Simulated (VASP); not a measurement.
Data:

```xyz
6
Lattice="4.7209 0.0000 0.0000 -2.3605 4.0885 0.0000 0.0000 0.0000 7.6076" Properties=species:S:1:pos:R:3 pbc="T T T"
Li     0.0000     0.0000     3.8038
Li     2.3605     1.3628     2.7164
Li     0.0000     2.7256     4.8912
La     0.0000     0.0000     0.0000
Sb     0.0000     2.7256     1.9676
Sb     2.3605     1.3628     5.6400
```

Method: LDA (Ceperley-Alder, Perdew-Zunger), VASP's LDA PAW potentials (set 64) (plane waves; VASP 6.6.1). Settings: 400 eV cut-off, 4×4×3 Γ-centred mesh, Fermi-Dirac smearing of 0.050 eV, potentials Li_sv La Sb.

At this cut-off the stress carries a Pulay error, which pulls relaxed volumes low.

Task: Which forces act on the atoms, in eV/Å?

Result: 
```
atom     Fx     Fy      Fz
----  -----  -----  ------
Li1   0.000  0.000   0.000
Li2   0.000  0.000  -0.019
Li3   0.000  0.000   0.019
La4   0.000  0.000   0.000
Sb5   0.000  0.000  -0.243
Sb6   0.000  0.000   0.243
```

Task: Give the stress tensor in GPa (positive for a compressed cell).

Result: 
```
-5.69   0.00   0.00
 0.00  -5.69   0.00
 0.00   0.00  -5.89
```
The pressure is its mean diagonal, -5.76 GPa.

The structure comes from a computed database's Li3LaSb2 entry (P-3m1); how it stands against other phases isn't given here. The cell was not relaxed at this level.
